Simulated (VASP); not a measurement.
Here is the system:

```yaml
crystal:
  lattice:
    - [1.73000, -2.99645, 0.00000]
    - [1.73000, 2.99645, 0.00000]
    - [0.00000, 0.00000, 5.52000]
  atoms:
    - { symbol: Tl, position: [0.33333, 0.66667, 0.25000] }
    - { symbol: Tl, position: [0.66667, 0.33333, 0.75000] }
```

Method: PBE GGA, VASP's PBE PAW potentials (set 64) (plane waves; VASP). Settings: 400 eV cut-off, 9×9×5 Γ-centred mesh, first-order Methfessel-Paxton smearing of 0.10 eV, potentials Tl_d.

Unless said otherwise, spin-orbit coupling is left out, though it shifts the bands of the heavy elements here.

**Question.** Estimate the energy per atom (σ→0), pressure, band gap (on the k-mesh) with the smallest direct gap where there is one.

**Answer.** 
band gap (on the k-mesh): none (metal, semimetal or under 0.01 eV)
energy per atom (σ→0): -2.188 eV/atom
pressure: 3.28 GPa

Total energies compare only between runs with the same potentials, cut-off and functional.

The compound is Tl in the hcp structure. The cell was not relaxed at this level.
